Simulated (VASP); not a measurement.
Data:

```yaml
crystal:
  lattice:
    - [-2.01274, 2.01274, 6.88062]
    - [2.01274, -2.01274, 6.88062]
    - [2.01274, 2.01274, -6.88062]
  atoms:
    - { symbol: Rb, position: [0.00000, 0.00000, 0.00000] }
    - { symbol: Li, position: [0.25000, 0.75000, 0.50000] }
    - { symbol: Zn, position: [0.75000, 0.25000, 0.50000] }
    - { symbol: S, position: [0.65286, 0.65286, 0.00000] }
    - { symbol: S, position: [0.34714, 0.34714, 0.00000] }
```

All values below come from PBEsol GGA, VASP's PBE PAW potentials (set 64) (plane waves; VASP). Numerical set-up: 400 eV cut-off, 6×6×6 Γ-centred mesh, Gaussian smearing of 0.010 eV, potentials Rb_sv Li_sv Zn S.

Problem. Give the energies of bands 8 to 21 at the high-symmetry points, in eV from the valence-band maximum.

Solution. 
```csv
band,Γ,X,P,N,M,S,R
8,-5.87,-5.79,-5.79,-5.86,-5.88,-5.86,-5.79
9,-5.87,-5.75,-5.75,-5.78,-5.88,-5.78,-5.76
10,-5.76,-5.65,-5.65,-5.69,-5.74,-5.69,-5.65
11,-5.66,-5.53,-5.52,-5.62,-5.72,-5.63,-5.53
12,-5.61,-5.51,-5.52,-5.56,-5.61,-5.55,-5.52
13,-2.98,-4.47,-4.47,-4.14,-2.49,-4.14,-4.42
14,-1.60,-2.01,-2.02,-2.56,-1.56,-2.55,-2.13
15,-1.60,-1.97,-1.95,-0.83,-1.56,-0.84,-1.86
16,-0.04,-1.70,-1.68,-0.79,-1.00,-0.83,-1.70
17,0.00,-1.45,-1.47,-0.69,-0.05,-0.63,-1.43
18,0.00,-1.39,-1.40,-0.37,-0.05,-0.33,-1.35
19,2.31,3.76,4.24,3.38,3.23,3.34,3.84
20,3.89,4.73,4.30,5.10,3.30,4.80,4.76
21,4.86,5.03,4.73,6.12,5.17,6.04,5.08
```

The gap is direct, 2.31 eV, from the valence maximum at Γ to the conduction minimum at Γ.

The structure comes from a computed database's RbLiZnS2 entry; how it stands against other phases isn't given here. The cell was not relaxed at this level.
